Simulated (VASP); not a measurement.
# Nb: surface energy and work function by face, part 6 of 6

Which face of Nb is cheapest, and which holds its electrons hardest?

VASP 6.6.1; PBE; plane waves and PAW (Nb_pv).

So far. Step 6 (Relaxing the slab, 9 atoms, face Nb(100)): The run ended after 17 ionic steps, 0.261 eV below its first step, once the forces on the free atoms met EDIFFG = -0.03. Step 7 (Potential and states of the slab, 9 atoms, face Nb(100)): The vacuum level lies 3.57 eV above the Fermi level at the upper face; both faces agree, as the slab has next to no dipole.

## (8) Relaxing the slab, 11 atoms, face Nb(111) (continued)

Relaxation path:

```
step  energy less that of the first step (eV)  largest force (eV/Å)
   1                                   0.0000                1.7251
   2                                  -0.3060                1.3003
   3                                  -0.5595                0.5489
   4                                  -0.5920                0.3621
   5                                  -0.6284                0.2678
   6                                  -0.6297                0.2805
   7                                  -0.6472                0.1384
   8                                  -0.6510                0.0977
   9                                  -0.6511                0.0916
  10                                  -0.6533                0.0685
  11                                  -0.6542                0.0621
  12                                  -0.6546                0.0623
  13                                  -0.6546                0.0650
  14                                  -0.6547                0.0578
  15                                  -0.6558                0.0238
```

The atoms that moved most (Å):

```csv
atom,dx,dy,dz,length
Nb1,0.000,0.000,0.315,0.315
Nb11,0.000,0.000,-0.315,0.315
Nb9,0.000,0.000,0.085,0.085
Nb3,0.000,0.000,-0.085,0.085
Nb4,0.000,0.000,0.061,0.061
Nb8,0.000,0.000,-0.061,0.061
Nb2,0.000,0.000,0.048,0.048
Nb10,0.000,0.000,-0.048,0.048
```

Final coordinates:

```xyz
11
Lattice="4.6963 0.0000 0.0000 2.3482 4.0671 0.0000 0.0000 0.0000 24.5863" Properties=species:S:1:pos:R:3
Nb    4.6963    2.7114    7.8155
Nb    0.0000    0.0000    8.5064
Nb    2.3482    1.3557    9.3321
Nb    4.6963    2.7114   10.4365
Nb    0.0000    0.0000   11.3160
Nb    2.3482    1.3557   12.2932
Nb    4.6963    2.7114   13.2704
Nb    0.0000    0.0000   14.1498
Nb    2.3482    1.3557   15.2543
Nb    4.6963    2.7114   16.0799
Nb    0.0000    0.0000   16.7709
```

The run ended after 15 ionic steps, 0.656 eV below its first step, once the forces on the free atoms met EDIFFG = -0.03.

## (9) Potential and states of the slab, 11 atoms, face Nb(111)

INCAR reads:

```
SYSTEM = Nb
PREC = Normal
ENCUT = 320
EDIFF = 1E-06
NELM = 120
ISMEAR = 1
SIGMA = 0.15
LREAL = .FALSE.
ALGO = Fast
GGA = PE
NBANDS = 75
LASPH = .TRUE.
LORBIT = 11
LWAVE = .FALSE.
LCHARG = .TRUE.
KPAR = 4
IDIPOL = 3
LDIPOL = .TRUE.
DIPOL = 0.5 0.5 0.5
LVHAR = .TRUE.
LVACPOTAV = .TRUE.
NEDOS = 1500
```

POSCAR reads:

```
Nb
1.0
    4.6963212926      0.0000000000      0.0000000000
    2.3481606463      4.0671335437      0.0000000000
    0.0000000000      0.0000000000     24.5863256958
Nb
11
Direct
    0.6666666700      0.6666666700      0.3178780598
    0.0000000000      0.0000000000      0.3459804375
    0.3333333300      0.3333333300      0.3795635146
    0.6666666700      0.6666666700      0.4244842416
    0.0000000000      0.0000000000      0.4602540672
    0.3333333300      0.3333333300      0.5000000000
    0.6666666700      0.6666666700      0.5397459328
    0.0000000000      0.0000000000      0.5755157584
    0.3333333300      0.3333333300      0.6204364854
    0.6666666700      0.6666666700      0.6540195625
    0.0000000000      0.0000000000      0.6821219402
```

KPOINTS reads:

```
Automatic mesh
0
Gamma
9 9 1
0 0 0
```

The projector-augmented-wave data sets are Nb_pv (PBE family, release 64).

Started as:

```console
> mpirun -np 4 vasp_std
```

The program printed:

```text
[... set-up lines as in an earlier step ...]
 entering main loop
       N       E                     dE             d eps       ncg     rms          rms(c)
DAV:   1     0.115789755504E+04    0.11579E+04   -0.51744E+04  2344   0.107E+03
DAV:   2    -0.193633487052E+02   -0.11773E+04   -0.11399E+04  1931   0.612E+02
DAV:   3    -0.108803527884E+03   -0.89440E+02   -0.84791E+02  2808   0.136E+02
DAV:   4    -0.115676400522E+03   -0.68729E+01   -0.66258E+01  2728   0.389E+01
[...]
RMM:  34    -0.105328199118E+03   -0.15853E-05   -0.10768E-05  1442   0.456E-03    0.999E-04
RMM:  35    -0.105328200437E+03   -0.13186E-05   -0.91822E-06  1356   0.380E-03    0.200E-03
RMM:  36    -0.105328200973E+03   -0.53620E-06   -0.48983E-06  1298   0.369E-03
 [... a notice as in an earlier step ...]

   1 F= -.10532820E+03 E0= -.10532646E+03  d E =-.522691E-02
```

Elapsed: 2.9 min, on 4 MPI ranks of Intel Xeon Platinum 8488C (Sapphire Rapids), shared host; peak memory 1.3 GiB.

OUTCAR, selected parts (step 9):

```text
  Total       -3.2053905     -3.2053905     -0.6809537      0.0000000      0.0000000      0.0000000
  in kB      -10.9358279    -10.9358279     -2.3232091      0.0000000      0.0000000      0.0000000
  external PRESSURE =      -8.0649550 kB  Pullay stress =       0.0000000 kB

 POSITION                                       TOTAL-FORCE (eV/Angst)
 -----------------------------------------------------------------------------------
      4.69632      2.71142      7.81545         0.000000     -0.000000     -0.014378
      0.00000      0.00000      8.50639        -0.000000     -0.000000      0.006981
      2.34816      1.35571      9.33207        -0.000000     -0.000000     -0.004625
      4.69632      2.71142     10.43651        -0.000000      0.000000      0.025651
      0.00000      0.00000     11.31596        -0.000000      0.000000      0.015532
      2.34816      1.35571     12.29316        -0.000000     -0.000000      0.000000
      4.69632      2.71142     13.27037         0.000000     -0.000000     -0.015532
      0.00000      0.00000     14.14982         0.000000     -0.000000     -0.025651
      2.34816      1.35571     15.25425         0.000000      0.000000      0.004625
      4.69632      2.71142     16.07994         0.000000      0.000000     -0.006981
      0.00000      0.00000     16.77087         0.000000     -0.000000      0.014378
 -----------------------------------------------------------------------------------
    total drift:                               -0.000009     -0.000005     -0.000006

  FREE ENERGIE OF THE ION-ELECTRON SYSTEM (eV)
  ---------------------------------------------------
  free  energy   TOTEN  =      -105.3282009728 eV

  energy  without entropy=     -105.3229740668  energy(sigma->0) =     -105.32645867

[... 2 parts as in an earlier step ...]

[... 1 further part left out ...]
[key lines of the parts left out:]
E-fermi :   0.0167
```

Zero at the Fermi level. Planar average of the electrostatic potential against height:

```csv
height (Å),planar average of the electrostatic potential (eV)
0,3.80
1,3.80
2,3.80
3,3.80
4,3.80
5,3.75
6,3.36
7,0.215
8,-5.61
9,-5.75
10,-4.35
11,-5.02
12,-4.77
13,-4.98
14,-4.72
15,-4.63
16,-6.67
17,-3.44
18,2.21
19,3.63
20,3.78
21,3.80
22,3.80
23,3.80
24,3.80
```

The map of layer states is cut here 0.5 eV above the Fermi level, so it leaves out the states above that.

The vacuum level lies 3.80 eV above the Fermi level at the upper face; both faces agree, as the slab has next to no dipole.

The program found no field-free point at its default tolerance, but its printed level agrees with the flat part of the planar average.

On this mesh the fine structure of the density of states is sampling noise, and high empty states may be cut by the number of bands.

## (10) The faces side by side

This step: surfaces of a metal, PBE; plane waves and PAW (VASP 6.6.1).

Derived from the runs above.

Symmetric slabs, all atoms free. All faces:

| face | layers | area a surface atom (Å²) | work function (eV) | surface energy as cut (J/m²) | surface energy relaxed (J/m²) | change of the top spacing (%) |
| --- | --- | --- | --- | --- | --- | --- |
| Nb(110) | 7 | 7.798 | 4.519 | 2.103 | 2.068 | -3.69 |
| Nb(100) | 9 | 11.03 | 3.572 | 2.47 | 2.28 | -11.64 |
| Nb(111) | 11 | 19.1 | 3.8 | 2.643 | 2.368 | -27.93 |

Each surface energy is the slab's energy less its number of atoms times the bulk energy of -10.0884 eV, over twice the cell's area.

## (11) What came out

| Item | Value |
| --- | --- |
| Nb(110) | 2.07 J/m², 4.52 eV |
| Nb(100) | 2.28 J/m², 3.57 eV |
| Nb(111) | 2.37 J/m², 3.80 eV |

What this shows: The cheapest face is Nb(110) at 2.07 J/m², against 2.28 for Nb(100) and 2.37 for Nb(111). The work functions are 4.52 eV for Nb(110), 3.80 eV for Nb(111) and 3.57 eV for Nb(100). The densest face has the highest work function, as the smoothing of the electron density over an open face lowers the surface dipole. Among the others the order doesn't follow the density. The densest face is also the cheapest, since it cuts the fewest bonds an area. The top spacing changes by -3.7 % on Nb(110), -11.6 % on Nb(100) and -27.9 % on Nb(111), the most on the most open face. One thickness was run for each face, and bulk and slab meshes don't match, which leaves some hundredths of a J/m². The cells are 1 × 1 and can't reconstruct.

[Lines on the potential files, build, host, timing and source positions are cut from VASP's logs without a mark.]

[Logs are printed without paths, hosts, clocks, repeated set-up lines and the standing remarks that a program may print on its own settings, such as how far it seeks lower states.]

[Hosts, paths, dates, database ids (printed as entryN), source tags and the programs' standing remarks are cut or masked in the printed files.]

[Runs that stopped without an error message from VASP are left out.]
